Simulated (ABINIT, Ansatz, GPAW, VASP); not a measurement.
# One structure in several programs: Cd (P6_3/mmc, 2 atoms in the cell)

Self-consistent single point.

```
CELL_PARAMETERS angstrom
      1.50192    -2.60140     0.00000
      1.50192     2.60140     0.00000
      0.00000     0.00000     5.66496
ATOMIC_POSITIONS crystal
  Cd 0.33333 0.66667 0.25000
  Cd 0.66667 0.33333 0.75000
```

Shared settings, as Ansatz (a program for electronic structure) writes them: kpoints.mp_grid.grid = 13 13 6; scf.occupations.method = gaussian; scf.occupations.width = 0.1 eV. Potentials and cutoffs stand in the table.

```tsv
code	model	pressure (GPa)	cutoff
ABINIT	PBEsol, PAW (JTH v2.0 PBE PAW, files made for PBE)	-2.96	40 Ry
GPAW	PBEsol, GPAW PAW datasets PBEsol (made by gpaw-setup)	-3.37	600 eV
Ansatz	PBEsol, default PAW files made with PBE	-2.90	default
VASP	PBEsol, VASP's PBE PAW potentials (set 64)	-2.62	300 eV
```

The spread over the programs that give each value: pressure within 0.75 GPa.

Ansatz's pressure is given at a fixed set of plane waves, as the other plane-wave codes print theirs; with its correction for the finite basis it is -2.86 GPa.

VASP's run is marked for a possible Pulay error in its stress at this cutoff; no cutoff test was made.

The starting cell has typed, rounded lattice constants, without a prior relaxation at this level. Its lattice was rescaled by a random factor within 2.5 % of one.

Left out of this page: Quantum ESPRESSO, CP2K, Elk, FLEUR and SIESTA (not drawn, or without a comparable value).

Keys are those of Ansatz 0.2.
